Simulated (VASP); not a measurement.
Calculation: PBE GGA with D4 dispersion, VASP's PBE PAW potentials (set 64) (plane waves; VASP).

VASP ran on this input.

File POSCAR:
```
NiSb
1
    1.9535209052    -3.3835976217     0.0000000000
    1.9535209052     3.3835976217     0.0000000000
    0.0000000000    -0.0000000000     5.1237008356
Ni Sb
2 2
Direct
  1.0000000000   1.0000000000   0.5000000000
  1.0000000000   1.0000000000   1.0000000000
  0.3333330000   0.6666670000   0.2500000000
  0.6666670000   0.3333330000   0.7500000000
```

### INCAR
```
# general
SYSTEM  = NiSb
PREC    = Accurate
ENCUT   = 520   # plane-wave cut-off (eV)
LREAL   = F
LASPH   = T   # aspherical one-centre terms

# electronic loop
EDIFF   = 1E-6
NELM    = 100   # most electronic steps
ALGO    = Normal   # blocked Davidson
LMAXMIX = 4

# smearing
ISMEAR  = 1
SIGMA   = 0.1

# functional
GGA     = PE   # PBE
IVDW    = 13

# ions
IBRION  = 2   # conjugate gradients
NSW     = 60   # most ionic steps
ISIF    = 3
EDIFFG  = -0.02   # ionic stop

# output
LWAVE   = F
LCHARG  = F
```

File KPOINTS:
```
Regular mesh
0
G
  8 8 6
0 0 0
```

POTCAR, in this order: Ni Sb (PBE.64 set). Program: vasp_std.

Output of the run:

File OUTCAR:
```
 ion  position               nearest neighbor table
   1  0.000  0.000  0.500-   2 2.56   2 2.56   4 2.59   3 2.59   4 2.59   3 2.59   4 2.59   3 2.59
  LATTYP: Found a hexagonal cell.
 ALAT       =     3.9070419492
 C/A-ratio  =     1.3114015417
 Subroutine PRICEL returns:
 Original cell was already a primitive cell.
 Subroutine GETGRP returns: Found 24 space group operations
The static configuration has the point symmetry D_3d.
 The point group associated with its full space group is D_6h.
The dynamic configuration has the point symmetry D_3d.
 Subroutine INISYM returns: Found 24 space group operations
 Subroutine IBZKPT returns following result:
 Found     40 irreducible k-points:

 Following reciprocal coordinates:
            Coordinates               Weight
  0.000000  0.000000  0.000000      1.000000
  0.125000  0.000000  0.000000      6.000000
  0.250000  0.000000  0.000000      6.000000
  0.375000 -0.000000  0.000000      6.000000
  0.500000  0.000000  0.000000      3.000000
  0.125000  0.125000  0.000000      6.000000
  0.250000  0.125000  0.000000     12.000000
  0.375000  0.125000  0.000000     12.000000
  0.250000  0.250000  0.000000      6.000000
  0.375000  0.250000  0.000000      6.000000
  0.000000  0.000000  0.166667      2.000000
  0.125000  0.000000  0.166667     12.000000
  0.250000  0.000000  0.166667     12.000000
  0.375000 -0.000000  0.166667     12.000000
  0.500000  0.000000  0.166667      6.000000
  0.125000  0.125000  0.166667     12.000000
  0.250000  0.125000  0.166667     24.000000
  0.375000  0.125000  0.166667     24.000000
  0.250000  0.250000  0.166667     12.000000
  0.375000  0.250000  0.166667     12.000000
  0.000000  0.000000  0.333333      2.000000
  0.125000  0.000000  0.333333     12.000000
  0.250000  0.000000  0.333333     12.000000
  0.375000 -0.000000  0.333333     12.000000
  0.500000  0.000000  0.333333      6.000000
  0.125000  0.125000  0.333333     12.000000
  0.250000  0.125000  0.333333     24.000000
  0.375000  0.125000  0.333333     24.000000
  0.250000  0.250000  0.333333     12.000000
  0.375000  0.250000  0.333333     12.000000
  0.000000  0.000000  0.500000      1.000000
  0.125000  0.000000  0.500000      6.000000
  0.250000  0.000000  0.500000      6.000000
  0.375000 -0.000000  0.500000      6.000000
  0.500000  0.000000  0.500000      3.000000
  0.125000  0.125000  0.500000      6.000000
  0.250000  0.125000  0.500000     12.000000
  0.375000  0.125000  0.500000     12.000000
  0.250000  0.250000  0.500000      6.000000
  0.375000  0.250000  0.500000      6.000000
   k-points           NKPTS =     40   k-points in BZ     NKDIM =     40   number of bands    NBANDS=     19
   number of dos      NEDOS =    301   number of ions     NIONS =      4
   total plane-waves  NPLWV =  36000
   dimension x,y,z NGX =    30 NGY =   30 NGZ =   40
   dimension x,y,z NGXF=    60 NGYF=   60 NGZF=   80
   ions per type =               2   2
   PREC   = accura    normal or accurate (medium, high low for compatibility)
   ISTART =      0    job   : 0-new  1-cont  2-samecut
   ICHARG =      2    charge: 1-file 2-atom 10-const
   ISPIN  =      1    spin polarized calculation?
   LNONCOLLINEAR =      F non collinear calculations
   LSORBIT =      F    spin-orbit coupling
   INIWAV =      1    electr: 0-lowe 1-rand  2-diag
   ENCUT  =  520.0 eV  38.22 Ry    6.18 a.u.   7.26  7.26  9.53*2*pi/ulx,y,z
   NELM   =    100;   NELMIN=  2; NELMDL= -5     # of ELM steps
   EDIFF  = 0.1E-05   stopping-criterion for ELM
   LREAL  =      F    real-space projection
   NLSPLINE    = F    spline interpolate recip. space projectors
...
```

### OSZICAR
```
       N       E                     dE             d eps       ncg     rms          rms(c)
DAV:   1     0.171388704484E+03    0.17139E+03   -0.12725E+04  1520   0.164E+03
DAV:   2    -0.119441491715E+02   -0.18333E+03   -0.17815E+03  1526   0.325E+02
DAV:   3    -0.213868670114E+02   -0.94427E+01   -0.91017E+01  1767   0.900E+01
DAV:   4    -0.216656192284E+02   -0.27875E+00   -0.27564E+00  1715   0.145E+01
DAV:   5    -0.216737030416E+02   -0.80838E-02   -0.80826E-02  1861   0.262E+00    0.134E+01
DAV:   6    -0.242217956430E+02   -0.25481E+01   -0.35079E+01  1655   0.108E+02    0.171E+01
DAV:   7    -0.202690389670E+02    0.39528E+01   -0.13022E+01  1643   0.759E+01    0.400E+00
DAV:   8    -0.203266014894E+02   -0.57563E-01   -0.15179E+00  2088   0.113E+01    0.265E+00
DAV:   9    -0.202645371891E+02    0.62064E-01   -0.23783E-01  1710   0.876E+00    0.645E-01
DAV:  10    -0.202650657185E+02   -0.52853E-03   -0.79465E-03  1610   0.779E-01    0.489E-01
DAV:  11    -0.202646208119E+02    0.44491E-03   -0.69186E-04  1808   0.217E-01    0.146E-01
DAV:  12    -0.202644033584E+02    0.21745E-03   -0.74094E-04  2084   0.464E-01    0.401E-02
DAV:  13    -0.202644087040E+02   -0.53456E-05   -0.76156E-05  1613   0.648E-02    0.367E-02
DAV:  14    -0.202644081406E+02    0.56337E-06   -0.28816E-06  1356   0.166E-02
   1 F= -.22491851E+02 E0= -.22491888E+02  d E =-.224919E+02
       N       E                     dE             d eps       ncg     rms          rms(c)
DAV:   1    -0.203591621480E+02   -0.94753E-01   -0.74349E-01  1646   0.145E+01    0.255E+00
DAV:   2    -0.204990909113E+02   -0.13993E+00   -0.17316E+00  1684   0.248E+01    0.400E+00
DAV:   3    -0.202880522233E+02    0.21104E+00   -0.78234E-01  1656   0.169E+01    0.468E-01
DAV:   4    -0.202867249278E+02    0.13273E-02   -0.21696E-02  1558   0.127E+00    0.164E-01
DAV:   5    -0.202864044452E+02    0.32048E-03   -0.11481E-03  2065   0.577E-01    0.366E-02
DAV:   6    -0.202864007631E+02    0.36822E-05   -0.14384E-04  1715   0.976E-02    0.232E-02
DAV:   7    -0.202863998927E+02    0.87033E-06   -0.10369E-05  1648   0.457E-02    0.185E-02
DAV:   8    -0.202864012313E+02   -0.13386E-05   -0.19176E-06   813   0.186E-02    0.697E-03
DAV:   9    -0.202864011260E+02    0.10531E-06   -0.30718E-06  1200   0.311E-02
   2 F= -.22492095E+02 E0= -.22492295E+02  d E =-.243787E-03
       N       E                     dE             d eps       ncg     rms          rms(c)
DAV:   1    -0.202936815107E+02   -0.72803E-02   -0.17607E-01  1649   0.697E+00    0.123E+00
DAV:   2    -0.203253036705E+02   -0.31622E-01   -0.36992E-01  1673   0.119E+01    0.187E+00
DAV:   3    -0.202769236880E+02    0.48380E-01   -0.16891E-01  1646   0.835E+00    0.198E-01
DAV:   4    -0.202768740943E+02    0.49594E-04   -0.64668E-03  1552   0.480E-01    0.121E-01
DAV:   5    -0.202766896449E+02    0.18445E-03   -0.37759E-04  1903   0.362E-01    0.433E-02
DAV:   6    -0.202766855872E+02    0.40577E-05   -0.39293E-05  1589   0.426E-02    0.268E-02
DAV:   7    -0.202766781436E+02    0.74436E-05   -0.14538E-05  2071   0.640E-02    0.398E-03
DAV:   8    -0.202766779460E+02    0.19760E-06   -0.32256E-06  1438   0.145E-02
   3 F= -.22492891E+02 E0= -.22493010E+02  d E =-.103958E-02
       N       E                     dE             d eps       ncg     rms          rms(c)
DAV:   1    -0.202776793786E+02   -0.10012E-02   -0.12124E-03  1649   0.580E-01    0.103E-01
DAV:   2    -0.202779007317E+02   -0.22135E-03   -0.26523E-03  1692   0.100E+00    0.157E-01
DAV:   3    -0.202775599386E+02    0.34079E-03   -0.11946E-03  1670   0.695E-01    0.160E-02
DAV:   4    -0.202775584201E+02    0.15185E-05   -0.40795E-05  1555   0.391E-02    0.903E-03
DAV:   5    -0.202775572558E+02    0.11643E-05   -0.19507E-06   883   0.277E-02    0.291E-03
DAV:   6    -0.202775572842E+02   -0.28429E-07   -0.98348E-07   796   0.777E-03
   4 F= -.22492888E+02 E0= -.22493014E+02  d E =-.103670E-02
       N       E                     dE             d eps       ncg     rms          rms(c)
DAV:   1    -0.202773259357E+02    0.23132E-03   -0.90164E-05  1652   0.157E-01    0.279E-02
DAV:   2    -0.202773429173E+02   -0.16982E-04   -0.19177E-04  1684   0.270E-01    0.421E-02
DAV:   3    -0.202773178332E+02    0.25084E-04   -0.86677E-05  1673   0.188E-01    0.448E-03
DAV:   4    -0.202773180194E+02   -0.18623E-06   -0.29382E-06  1378   0.107E-02
   5 F= -.22492890E+02 E0= -.22493014E+02  d E =-.103836E-02
       N       E                     dE             d eps       ncg     rms          rms(c)
DAV:   1    -0.202769770982E+02    0.34073E-03   -0.19698E-04  1655   0.232E-01    0.427E-02
DAV:   2    -0.202770168103E+02   -0.39712E-04   -0.45455E-04  1684   0.416E-01    0.650E-02
DAV:   3    -0.202769574742E+02    0.59336E-04   -0.20590E-04  1664   0.289E-01    0.669E-03
DAV:   4    -0.202769576707E+02   -0.19651E-06   -0.70281E-06  1547   0.161E-02
   6 F= -.22492892E+02 E0= -.22493014E+02  d E =-.104080E-02
       N       E                     dE             d eps       ncg     rms          rms(c)
DAV:   1    -0.202762295587E+02    0.72792E-03   -0.50622E-02  1644   0.342E+00    0.583E-01
DAV:   2    -0.202821522179E+02   -0.59227E-02   -0.77266E-02  1654   0.541E+00    0.830E-01
DAV:   3    -0.202724454025E+02    0.97068E-02   -0.34555E-02  1654   0.376E+00    0.115E-01
DAV:   4    -0.202723378042E+02    0.10760E-03   -0.15643E-03  1559   0.281E-01    0.515E-02
DAV:   5    -0.202723035152E+02    0.34289E-04   -0.10383E-04  1899   0.178E-01    0.208E-02
DAV:   6    -0.202723014276E+02    0.20876E-05   -0.10231E-05  1565   0.262E-02    0.117E-02
DAV:   7    -0.202722994135E+02    0.20140E-05   -0.36749E-06  1306   0.320E-02    0.273E-03
DAV:   8    -0.202722994294E+02   -0.15822E-07   -0.10856E-06   865   0.816E-03
   7 F= -.22492997E+02 E0= -.22493080E+02  d E =-.104832E-03
       N       E                     dE             d eps       ncg     rms          rms(c)
DAV:   1    -0.202744691844E+02   -0.21698E-02   -0.61683E-03  1644   0.120E+00    0.204E-01
DAV:   2    -0.202751967325E+02   -0.72755E-03   -0.95376E-03  1665   0.190E+00    0.290E-01
DAV:   3    -0.202740027596E+02    0.11940E-02   -0.42245E-03  1660   0.131E+00    0.399E-02
DAV:   4    -0.202739874735E+02    0.15286E-04   -0.18588E-04  1556   0.978E-02    0.178E-02
DAV:   5    -0.202739831388E+02    0.43347E-05   -0.14043E-05  1862   0.663E-02    0.622E-03
DAV:   6    -0.202739831228E+02    0.15964E-07   -0.13331E-06   792   0.114E-02
   8 F= -.22493014E+02 E0= -.22493111E+02  d E =-.121930E-03
       N       E                     dE             d eps       ncg     rms          rms(c)
DAV:   1    -0.202745832036E+02   -0.60006E-03   -0.65757E-04  1647   0.385E-01    0.676E-02
DAV:   2    -0.202746607281E+02   -0.77525E-04   -0.10336E-03  1668   0.625E-01    0.955E-02
DAV:   3    -0.202745316588E+02    0.12907E-03   -0.46109E-04  1660   0.432E-01    0.136E-02
DAV:   4    -0.202745295609E+02    0.20979E-05   -0.20836E-05  1570   0.326E-02    0.593E-03
DAV:   5    -0.202745290536E+02    0.50728E-06   -0.13518E-06   796   0.222E-02
   9 F= -.22493003E+02 E0= -.22493104E+02  d E =-.111109E-03
       N       E                     dE             d eps       ncg     rms          rms(c)
DAV:   1    -0.202743424897E+02    0.18707E-03   -0.81629E-05  1650   0.137E-01    0.232E-02
DAV:   2    -0.202743528804E+02   -0.10391E-04   -0.12453E-04  1654   0.218E-01    0.334E-02
DAV:   3    -0.202743369166E+02    0.15964E-04   -0.55533E-05  1657   0.150E-01    0.453E-03
DAV:   4    -0.202743369657E+02   -0.49119E-07   -0.21567E-06  1172   0.110E-02
  10 F= -.22493006E+02 E0= -.22493107E+02  d E =-.114369E-03
```

### OUTCAR
```
------------------------ aborting loop because EDIFF is reached ----------------------------------------
  Edisp (eV):   -2.21867
  FORCE on cell =-STRESS in cart. coord.  units (eV):
  Direction    XX          YY          ZZ          XY          YZ          ZX
  --------------------------------------------------------------------------------------
  Total       0.06096     0.06096    -0.06631     0.00000    -0.00000     0.00000
  in kB       1.43560     1.43560    -1.56162     0.00000    -0.00000     0.00000
  external pressure =        0.44 kB  Pullay stress =        0.00 kB
  volume of cell :       68.03
      direct lattice vectors                 reciprocal lattice vectors
     1.958442601 -3.392122249  0.000000000     0.255304904 -0.147400348  0.000000000
     1.958442601  3.392122249 -0.000000000     0.255304904  0.147400348  0.000000000
    -0.000000000  0.000000000  5.120485405     0.000000000  0.000000000  0.195293985
 POSITION                                       TOTAL-FORCE (eV/Angst)
 -----------------------------------------------------------------------------------
     -0.00000      0.00000      2.56024         0.000000      0.000000      0.000000
      0.00000      0.00000      0.00000         0.000000      0.000000      0.000000
      1.95844      1.13071      1.28012        -0.000000     -0.000000     -0.000000
      1.95844     -1.13071      3.84036         0.000000      0.000000      0.000000
 -----------------------------------------------------------------------------------
    total drift:                                0.000000      0.000000      0.000000
  FREE ENERGIE OF THE ION-ELECTRON SYSTEM (eV)
  ---------------------------------------------------
  free  energy   TOTEN  =       -22.4930063955 eV

  energy  without entropy=      -22.4933073815  energy(sigma->0) =      -22.49310672

 reached required accuracy - stopping structural energy minimisation
```
(Selected blocks of OUTCAR.)

File CONTCAR:
```
NiSb
   1.00000000000000
     1.9584426006155065   -3.3921222494298258    0.0000000000000000
     1.9584426006155065    3.3921222494298258   -0.0000000000000000
    -0.0000000000000000    0.0000000000000000    5.1204854048012853
  Ni              Sb
     2     2
Direct
     0.0000000000000000    0.0000000000000000    0.5000000000000000
     0.0000000000000000    0.0000000000000000    0.0000000000000000
     0.3333330000000032    0.6666669999999968    0.2500000000000000
     0.6666669999999968    0.3333330000000032    0.7500000000000000
```

The compound is NiSb in the NiAs type structure. This run relaxes it. Symmetry was kept, so distortions that lower it aren't found. The start is the result of an earlier pass. The run is not spin-polarised, so no magnetic state was tried.
